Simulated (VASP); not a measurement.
Runs of VASP 6.6.1 on Te2Mo. Symmetry: P6_3/mmc, No. 194, hexagonal system. The conventional cell has a = 3.518 Å, b = 3.518 Å, c = 14.435 Å, α = 90.00°, β = 90.00°, γ = 120.00°. Te (site symmetry 3m) is surrounded by 3 Mo at 2.72 Å. Mo (site symmetry -6m2) has 6 Te at 2.72 Å as nearest neighbours. 

```csv
level,potentials or basis,gap on the mesh (eV),pressure (GPa)
optB88-vdW,"VASP PAW PBE potentials, release 64 (Te, Mo_sv)",0.84,1.4
LDA,"VASP PAW LDA potentials, release 64 (Te, Mo_sv)",(a),-2.1
PBE+D3(BJ),"VASP PAW PBE potentials, release 64 (Te, Mo_sv)",0.87,-1.7
rev-vdW-DF2,"VASP PAW PBE potentials, release 64 (Te, Mo_sv)",0.84,0.0
```

Alike in all rows: task relaxation of the atoms; no spin polarisation; cell atoms relaxed; k mesh 10 × 10 × 3; cutoff (eV) 520; smearing gaussian 0.05 eV.

Problem. Fill in the values left out.

Solution. (a) 0.85.

Caveats: spin-orbit coupling is left out, which moves the levels of the heavy elements; an odd mesh through Γ misses points on the zone boundary, where band edges often lie; the PAW data sets were made with another functional, which shifts forces and pressure a little (some runs).

A k mesh can miss the band edges, and the runs leave out spin-orbit coupling on Mo, Te.

Not every run made on this cell is shown here.
